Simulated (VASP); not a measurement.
These are PBE GGA, VASP's PBE PAW potentials (set 64) (plane waves; VASP 6.6.1) values and carry that method's errors.

Input for VASP

INCAR:
```
SYSTEM = GaN
PREC = Accurate
ENCUT = 520
EDIFF = 1E-6
NELM = 100
ALGO = Normal
LREAL = .FALSE.
LASPH = .TRUE.
ISMEAR = 0
SIGMA = 0.05
GGA = PE
LMAXMIX = 4
LWAVE = .FALSE.
LCHARG = .FALSE.
ICHARG = 11
```

File POSCAR:
```
GaN
3.2191530
  0.4999999937  -0.8660253808   0.0000000000
  0.4999999937   0.8660253808   0.0000000000
  0.0000000000   0.0000000000   1.6276388916
Ga N
2 2
direct
  0.6666670000   0.3333330000   0.5000411912
  0.3333330000   0.6666670000   0.0000411912
  0.6666670000   0.3333330000   0.8769588088
  0.3333330000   0.6666670000   0.3769588088
```

KPOINTS:
```
k-points along high-symmetry lines
10
Line-mode
Reciprocal
  0.000000   0.000000   0.000000 ! GAMMA
  0.000000   0.500000   0.000000 ! M

  0.000000   0.500000   0.000000 ! M
 -0.333333   0.666667   0.000000 ! K

 -0.333333   0.666667   0.000000 ! K
  0.000000   0.000000   0.000000 ! GAMMA

  0.000000   0.000000   0.000000 ! GAMMA
  0.000000   0.000000   0.500000 ! A

  0.000000   0.000000   0.500000 ! A
  0.000000   0.500000   0.500000 ! L

  0.000000   0.500000   0.500000 ! L
 -0.333333   0.666667   0.500000 ! H

 -0.333333   0.666667   0.500000 ! H
  0.000000   0.000000   0.500000 ! A

  0.000000   0.500000   0.500000 ! L
  0.000000   0.500000   0.000000 ! M

 -0.333333   0.666667   0.500000 ! H
 -0.333333   0.666667   0.000000 ! K
```

POTCAR, in this order: Ga_d N (PBE.64 set). Program: vasp_std. Read from the step before: CHGCAR.

The resulting files:

**OSZICAR**
```
       N       E                     dE             d eps       ncg     rms          rms(c)
DAV:   1     0.271441217950E+03    0.27144E+03   -0.18552E+04  4100   0.306E+03
DAV:   2     0.110686316907E+02   -0.26037E+03   -0.25312E+03  4242   0.542E+02
DAV:   3    -0.219773570835E+02   -0.33046E+02   -0.32526E+02  4638   0.150E+02
DAV:   4    -0.232970801596E+02   -0.13197E+01   -0.13162E+01  5360   0.314E+01
DAV:   5    -0.233202509749E+02   -0.23171E-01   -0.23153E-01  4650   0.376E+00
DAV:   6    -0.233213253300E+02   -0.10744E-02   -0.10743E-02  6058   0.726E-01
DAV:   7    -0.233213376116E+02   -0.12282E-04   -0.12281E-04  4674   0.652E-02
DAV:   8    -0.233213379722E+02   -0.36059E-06   -0.36058E-06  4080   0.104E-02
   1 F= -.23321338E+02 E0= -.23321338E+02  d E =-.642378E-17
```

### OUTCAR
```
 val. band max:        5.0102382774   @ k =   0.0000   0.0000   0.0000

 cond. band min:       6.7302283699   @ k =   0.0000   0.0000   0.0000



 k-point     1 :       0.0000    0.0000    0.0000
  band No.  band energies     occupation
      1     -10.7251      2.00000
      2      -9.9013      2.00000
      3      -8.4094      2.00000
      4      -8.3953      2.00000
      5      -8.3953      2.00000
      6      -8.3394      2.00000
      7      -8.3394      2.00000
      8      -8.1653      2.00000
      9      -8.1653      2.00000
     10      -8.0749      2.00000
     11      -8.0749      2.00000
     12      -6.8343      2.00000
     13      -1.8466      2.00000
     14       4.0117      2.00000
     15       4.0117      2.00000
     16       4.9800      2.00000
     17       5.0102      2.00000
     18       5.0102      2.00000
     19       6.7302      0.00000
     20       9.0676      0.00000
     21      14.0475      0.00000
     22      14.7330      0.00000

 k-point     2 :       0.0000    0.0556    0.0000
  band No.  band energies     occupation
      1     -10.6962      2.00000
      2      -9.8942      2.00000
      3      -8.4075      2.00000
      4      -8.3911      2.00000
      5      -8.3842      2.00000
      6      -8.3364      2.00000
      7      -8.3338      2.00000
      8      -8.1676      2.00000
      9      -8.1657      2.00000
     10      -8.0798      2.00000
     11      -8.0743      2.00000
     12      -6.8133      2.00000
     13      -1.8039      2.00000
     14       3.7745      2.00000
     15       3.9477      2.00000
     16       4.6772      2.00000
     17       4.9524      2.00000
     18       4.9836      2.00000
     19       7.0405      0.00000
     20       9.2745      0.00000
     21      13.9797      0.00000
     22      14.4808      0.00000

 k-point     3 :       0.0000    0.1111    0.0000
  band No.  band energies     occupation
      1     -10.6130      2.00000
      2      -9.8745      2.00000
...
```

The density is held fixed in this step, so its total energy and stress have no physical meaning.

The compound is GaN in the wurtzite structure. It was relaxed first.
